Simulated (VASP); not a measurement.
The system is In2Te2O.

```xyz
10
Lattice="3.9810 0.0000 0.0000 0.0000 3.9810 0.0000 0.0000 0.0000 16.7410" Properties=species:S:1:pos:R:3 pbc="T T T"
In    0.0000    1.9905   10.9780
In    1.9905    0.0000   15.6670
In    0.0000    1.9905    1.0740
In    1.9905    0.0000    5.7630
Te    0.0000    1.9905   13.8640
Te    1.9905    0.0000    9.9010
Te    1.9905    0.0000    2.8770
Te    0.0000    1.9905    6.8400
O     0.0000    0.0000    0.0000
O     1.9905    1.9905    0.0000
```

The cell was built by a generator and needn't be a form met in nature.

| Quantity | Value |
| --- | --- |
| Program | VASP 6.6.1 |
| Task | relaxation of cell and atoms |
| Functional | PBE |
| Potentials or basis | VASP PAW PBE potentials, release 64 (In_d, Te, O) |
| Cutoff | 520 eV |
| k mesh | 8 × 8 × 2 |
| Occupations | gaussian, width 0.1 eV |
| Spin | no spin polarisation |

At the start: pressure -1.3 GPa; volume 26.53 Å³/atom.

Where does the relaxation end?

Over 21 steps the energy falls by 6.3 meV/atom; space group P4/nmm (No. 129, to 0.05 Å).

The path:
| step | energy change (eV) | largest force (eV/Å) | pressure (GPa) | volume (Å³) |
| --- | --- | --- | --- | --- |
| 1 | 0.0000 | 0.3984 | -1.33 | 265.32 |
| 2 | -0.0272 | 0.1090 | 0.77 | 256.94 |
| 3 | -0.0332 | 0.1315 | 0.12 | 259.38 |
| 4 | -0.0361 | 0.1226 | 0.09 | 259.74 |
| 5 | -0.0399 | 0.1011 | 0.01 | 260.84 |
| 6 | -0.0423 | 0.0968 | -0.01 | 261.16 |
| 7 | -0.0467 | 0.0847 | -0.05 | 262.11 |
| 8 | -0.0445 | 0.1598 | -0.12 | 264.01 |
| 9 | -0.0475 | 0.0951 | -0.08 | 262.79 |
| 10 | -0.0500 | 0.0883 | 0.00 | 262.59 |
| 11 | -0.0539 | 0.0770 | 0.33 | 261.98 |
| 12 | -0.0555 | 0.0725 | 0.25 | 262.41 |
| 13 | -0.0587 | 0.0585 | 0.02 | 263.69 |
| 14 | -0.0574 | 0.1139 | -0.43 | 266.26 |
| 15 | -0.0594 | 0.0501 | -0.16 | 264.67 |
| 16 | -0.0606 | 0.0468 | -0.13 | 264.78 |
| 17 | -0.0625 | 0.0344 | -0.06 | 265.13 |
| 18 | -0.0626 | 0.0403 | -0.04 | 265.22 |
| 19 | -0.0630 | 0.0291 | 0.03 | 265.00 |
| 20 | -0.0631 | 0.0198 | 0.09 | 264.82 |
| 21 | -0.0633 | 0.0078 | 0.01 | 265.28 |

Final structure:
```
CELL_PARAMETERS angstrom
3.94875 0.00000 0.00000
0.00000 3.94875 0.00000
0.00000 0.00000 17.01284
ATOMIC_POSITIONS crystal
In 0.00000 0.50000 0.66487
In 0.50000 0.00000 0.93825
In 0.00000 0.50000 0.06175
In 0.50000 0.00000 0.33513
Te 0.00000 0.50000 0.83185
Te 0.50000 0.00000 0.60212
Te 0.50000 0.00000 0.16815
Te 0.00000 0.50000 0.39788
O 0.00000 0.00000 0.00000
O 0.50000 0.50000 0.00000
```

Caveat: this functional lacks dispersion, which binds the layers, so the pressure and a relaxed spacing across them are unreliable.
